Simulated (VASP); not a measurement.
Energy against volume of CdS (wurtzite). All values below come from revTPSS meta-GGA, VASP's PBE PAW potentials (set 64) (plane waves; VASP). Settings: 520 eV cut-off, 6×6×4 Γ-centred mesh, Gaussian smearing of 0.050 eV, potentials Cd S.

Shape and ions are relaxed at each volume.

```json
[
 {"V (Å³/atom)": "25.029", "E (eV/atom)": "4.69068"},
 {"V (Å³/atom)": "25.803", "E (eV/atom)": "4.68637"},
 {"V (Å³/atom)": "26.577", "E (eV/atom)": "4.69013"},
 {"V (Å³/atom)": "27.351", "E (eV/atom)": "4.70072"}
]
```

Task: Fit these four points and predict the energy of the run at 24.255 Å³/atom.

Result: A cubic in V^(−2/3), the third-order Birch-Murnaghan form, passes through the four points with V0 = 25.81 Å³/atom and B0 = 56 GPa, and gives 4.7045 eV/atom there. The run gave 4.7045 eV/atom, -0.0 meV/atom from the fit; all five points give B0 = 55 GPa.

The compound is CdS in the wurtzite structure. It was relaxed first.
